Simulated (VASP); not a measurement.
Consider the following.

```yaml
crystal:
  lattice:
    - [4.72006, 0.00000, 0.00000]
    - [0.00000, 4.72006, 0.00000]
    - [0.00000, 0.00000, 3.14009]
  atoms:
    - { symbol: Zn, position: [0.00000, 0.00000, 0.00000] }
    - { symbol: Zn, position: [0.50000, 0.50000, 0.50000] }
    - { symbol: F, position: [0.30359, 0.30359, 0.00000] }
    - { symbol: F, position: [0.80359, 0.19641, 0.50000] }
    - { symbol: F, position: [0.19641, 0.80359, 0.50000] }
    - { symbol: F, position: [0.69641, 0.69641, 0.00000] }
```

Calculation: PBEsol GGA, VASP's PBE PAW potentials (set 64) (plane waves; VASP 6.6.1). Settings: 620 eV cut-off, 5×5×7 Γ-centred mesh, Gaussian smearing of 0.050 eV, potentials Zn F.

Problem. What does the run give for the energy per atom (σ→0), band gap (on the k-mesh) with the smallest direct gap where there is one?

Solution. 
The band gap (on the k-mesh) is 3.35 eV. The smallest direct gap (on the k-mesh) comes out as 3.35 eV and the energy per atom (σ→0) is -397.6 kJ/mol of atoms.

The compound is ZnF2 in the rutile structure. It was relaxed first.
